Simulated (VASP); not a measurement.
Given:

```yaml
crystal:
  lattice:
    - [6.59956, 0.00000, 0.00000]
    - [0.00000, 6.59956, 0.00000]
    - [0.00000, 0.00000, 3.57316]
  atoms:
    - { symbol: W, position: [0.00000, 0.00000, 0.00000] }
    - { symbol: W, position: [0.50000, 0.50000, 0.50000] }
    - { symbol: Te, position: [0.28469, 0.28469, 0.00000] }
    - { symbol: Te, position: [0.78469, 0.21531, 0.50000] }
    - { symbol: Te, position: [0.21531, 0.78469, 0.50000] }
    - { symbol: Te, position: [0.71531, 0.71531, 0.00000] }
```

Method: PBEsol GGA with spin-orbit coupling, VASP's PBE PAW potentials (set 64) (plane waves; VASP). Numerical set-up: 400 eV cut-off, 4×4×8 Γ-centred mesh, Gaussian smearing of 0.050 eV, potentials W_sv Te.

Problem. Give the energies of bands 47 to 60 at the high-symmetry points, in eV from the Fermi level.

Solution. 
| band | Γ | X | M | Z | R | A |
|---|---|---|---|---|---|---|
| 47 | -0.76 | -1.38 | -2.02 | -2.61 | -1.55 | -1.51 |
| 48 | -0.76 | -1.38 | -2.02 | -2.61 | -1.55 | -1.51 |
| 49 | -0.51 | -0.52 | -0.43 | 0.18 | -1.44 | -0.10 |
| 50 | -0.51 | -0.52 | -0.43 | 0.18 | -1.44 | -0.10 |
| 51 | -0.36 | -0.52 | -0.43 | 0.18 | -1.26 | -0.10 |
| 52 | -0.36 | -0.52 | -0.43 | 0.18 | -1.26 | -0.10 |
| 53 | 0.20 | 0.64 | -0.14 | 0.86 | 0.84 | 0.10 |
| 54 | 0.20 | 0.64 | -0.14 | 0.86 | 0.84 | 0.10 |
| 55 | 0.94 | 0.64 | -0.14 | 0.86 | 1.01 | 0.10 |
| 56 | 0.94 | 0.64 | -0.14 | 0.86 | 1.01 | 0.10 |
| 57 | 1.16 | 1.09 | 1.64 | 1.27 | 1.27 | 1.06 |
| 58 | 1.16 | 1.09 | 1.64 | 1.27 | 1.27 | 1.06 |
| 59 | 1.30 | 1.09 | 1.64 | 1.27 | 1.37 | 1.06 |
| 60 | 1.30 | 1.09 | 1.64 | 1.28 | 1.37 | 1.06 |

It has no gap at this level: it comes out as a metal or semimetal.

The structure was generated: Te2W was put into the rutile type (P4_2/mnm), which need not be its known phase. It was relaxed first, which changed the volume by -30 %.
